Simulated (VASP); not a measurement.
Output of a VASP run:

OSZICAR:
```
...
DAV:  12    -0.829487622640E+01    0.15382E-05   -0.84457E-06   887   0.407E-02    0.672E-03
DAV:  13    -0.829487618021E+01    0.46184E-07   -0.17763E-06   839   0.851E-03
   1 F= -.21114411E+01 E0= -.21114411E+01  d E =-.211144E+01
       N       E                     dE             d eps       ncg     rms          rms(c)
DAV:   1    -0.171003867141E+02   -0.88055E+01   -0.18251E+02   944   0.258E+02    0.280E+01
DAV:   2    -0.741902273277E+01    0.96814E+01   -0.28262E+01   904   0.209E+02    0.578E+00
DAV:   3    -0.673654500183E+01    0.68248E+00   -0.18447E+00   999   0.242E+01    0.545E+00
DAV:   4    -0.665299779805E+01    0.83547E-01   -0.28399E-01   993   0.582E+00    0.296E+00
DAV:   5    -0.665597530737E+01   -0.29775E-02   -0.15076E-02  1017   0.250E+00    0.986E-01
DAV:   6    -0.665700274196E+01   -0.10274E-02   -0.67666E-03  1191   0.157E+00    0.283E-01
DAV:   7    -0.665703451912E+01   -0.31777E-04   -0.68958E-04   819   0.220E-01    0.683E-02
DAV:   8    -0.665703235274E+01    0.21664E-05   -0.22181E-05   960   0.415E-02    0.702E-02
DAV:   9    -0.665703267515E+01   -0.32241E-06   -0.40950E-06   889   0.259E-02
   2 F= -.17659155E+01 E0= -.17659155E+01  d E =0.345526E+00
       N       E                     dE             d eps       ncg     rms          rms(c)
DAV:   1    -0.114584726742E+02   -0.48014E+01   -0.10221E+02   954   0.292E+02    0.108E+01
DAV:   2    -0.859733190419E+01    0.28611E+01   -0.60155E+00   954   0.588E+01    0.474E+00
DAV:   3    -0.796403395522E+01    0.63330E+00   -0.21596E+00   974   0.353E+01    0.134E+00
DAV:   4    -0.795684625187E+01    0.71877E-02   -0.14304E-01   909   0.502E+00    0.660E-01
DAV:   5    -0.794871132637E+01    0.81349E-02   -0.78559E-03  1049   0.849E-01    0.481E-01
DAV:   6    -0.794709469184E+01    0.16166E-02   -0.13570E-03  1146   0.745E-01    0.137E-01
DAV:   7    -0.794698235827E+01    0.11233E-03   -0.10271E-03   964   0.672E-01    0.793E-02
DAV:   8    -0.794696241995E+01    0.19938E-04   -0.79466E-05   919   0.176E-01    0.370E-02
DAV:   9    -0.794696294552E+01   -0.52557E-06   -0.54688E-06   994   0.260E-02
   3 F= -.22473261E+01 E0= -.22473261E+01  d E =-.135885E+00
       N       E                     dE             d eps       ncg     rms          rms(c)
DAV:   1    -0.793339130280E+01    0.13571E-01   -0.27874E-02   949   0.405E+00    0.230E-01
DAV:   2    -0.793240899006E+01    0.98231E-03   -0.20415E-03   954   0.132E+00    0.773E-02
DAV:   3    -0.793224892121E+01    0.16007E-03   -0.45780E-04   974   0.566E-01    0.497E-02
DAV:   4    -0.793224854861E+01    0.37261E-06   -0.25148E-05   794   0.540E-02    0.363E-02
DAV:   5    -0.793224730999E+01    0.12386E-05   -0.34046E-06   884   0.189E-02    0.146E-02
DAV:   6    -0.793224783922E+01   -0.52923E-06   -0.35658E-07   432   0.980E-03
   4 F= -.22475784E+01 E0= -.22475784E+01  d E =-.136137E+00
       N       E                     dE             d eps       ncg     rms          rms(c)
DAV:   1    -0.792305744010E+01    0.91899E-02   -0.11592E-02   949   0.261E+00    0.150E-01
DAV:   2    -0.792264166724E+01    0.41577E-03   -0.85535E-04   954   0.857E-01    0.506E-02
DAV:   3    -0.792257497981E+01    0.66687E-04   -0.19384E-04   984   0.368E-01    0.323E-02
DAV:   4    -0.792257512745E+01   -0.14763E-06   -0.10618E-05   782   0.352E-02    0.239E-02
DAV:   5    -0.792257509274E+01    0.34706E-07   -0.12626E-06   590   0.118E-02
   5 F= -.22475971E+01 E0= -.22475971E+01  d E =-.136156E+00
```

OUTCAR:
```
------------------------ aborting loop because EDIFF is reached ----------------------------------------
  FORCE on cell =-STRESS in cart. coord.  units (eV):
  Direction    XX          YY          ZZ          XY          YZ          ZX
  --------------------------------------------------------------------------------------
  Total        5.7011369      5.7011369      5.7011369      0.0000000     -0.0000000     -0.0000000
  in kB      200.9219034    200.9219034    200.9219034      0.0000000     -0.0000000     -0.0000000
  external PRESSURE =       0.9219034 kB  Pullay stress =     200.0000000 kB
  volume of cell :       45.46
      direct lattice vectors                 reciprocal lattice vectors
     0.000000000  2.832728312  2.832728312    -0.176508279  0.176508279  0.176508279
     2.832728312  0.000000000  2.832728312     0.176508279 -0.176508279  0.176508279
     2.832728312  2.832728312  0.000000000     0.176508279  0.176508279 -0.176508279
  FREE ENERGIE OF THE ION-ELECTRON SYSTEM (eV)
  ---------------------------------------------------
  free  energy   TOTEN  =        -7.9225750927 eV

  energy  without entropy=       -7.9225750927  energy(sigma->0) =       -7.92257509
  enthalpy is  TOTEN    =        -2.2475971438 eV   P V=        5.6749779490

 reached required accuracy - stopping structural energy minimisation
```
(Selected blocks of OUTCAR.)

File POSCAR:
```
InAs
1
    0.0000000000     2.9149210641     2.9149210641
    2.9149210641     0.0000000000     2.9149210641
    2.9149210641     2.9149210641     0.0000000000
In As
1 1
Direct
  0.0000000000   0.0000000000   0.0000000000
  0.2500000000   0.2500000000   0.2500000000
```

Q: Write an INCAR and KPOINTS that could have produced this output.

A: Several could match; the one computed here: the input of the run itself, PBEsol GGA, plane waves, VASP's PBE PAW potentials (set 64).

File KPOINTS:
```
Automatic
0
G
 8 8 8
0 0 0
```

INCAR:
```
# general
SYSTEM =InAs
PREC   =Accurate
ENCUT  =500
LREAL  =.False.
LASPH  =.True.

# electronic loop
EDIFF  =1E-6
NELM   =100
ALGO   =Normal
LMAXMIX=4

# smearing
ISMEAR =0   # Gaussian
SIGMA  =0.05

# functional
GGA    =PS   # PBEsol

# ions
IBRION =2
NSW    =40   # most ionic steps
ISIF   =3   # ions, shape and volume
EDIFFG =-0.02
PSTRESS=200

# output
LWAVE  =.False.
LCHARG =.False.
```

POTCAR, in this order: In_d As (PBE.64 set). Program: vasp_std.

Energy and stress use the plane-wave basis of the starting cell.

The compound is InAs in the zinc blende structure. This run relaxes it under an external pressure of 20 GPa. Symmetry was kept, so distortions that lower it aren't found.
